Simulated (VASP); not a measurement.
The system is Al.

```
CELL_PARAMETERS angstrom
0.00000 2.02481 2.02481
2.02481 0.00000 2.02481
2.02481 2.02481 0.00000
ATOMIC_POSITIONS crystal
Al 0.00000 0.00000 0.00000
```

```yaml
Program: VASP 6.6.1
Task: relaxation of cell and atoms
Functional: PBE
Dispersion: D3(BJ)
Potentials_or_basis: VASP PAW PBE potentials, release 64 (Al)
Cutoff: 600 eV
k_mesh: 16 × 16 × 16
Occupations: methfessel-paxton, width 0.1 eV
Spin: no spin polarisation
```

At the start: pressure -4.0 GPa; volume 16.60 Å³/atom.

Problem. Where does the relaxation end?

Solution. Over 3 steps the energy falls by 10.5 meV/atom and the volume is 15.79 Å³/atom (-4.9 %); space group Fm-3m (No. 225, to 0.05 Å).

Step by step:
```csv
step,energy change (eV),largest force (eV/Å),pressure (GPa),volume (Å³)
1,0.0000,0.0000,-3.95,16.60
2,-0.0101,0.0000,0.88,15.64
3,-0.0105,0.0000,0.01,15.79
```

Final structure:
```yaml
crystal:
  lattice:
    - [0.00000, 1.99124, 1.99124]
    - [1.99124, 0.00000, 1.99124]
    - [1.99124, 1.99124, 0.00000]
  atoms:
    - { symbol: Al, position: [0.00000, 0.00000, 0.00000] }
```

Caveat: pairwise dispersion overbinds metals, which lowers pressure and volume.
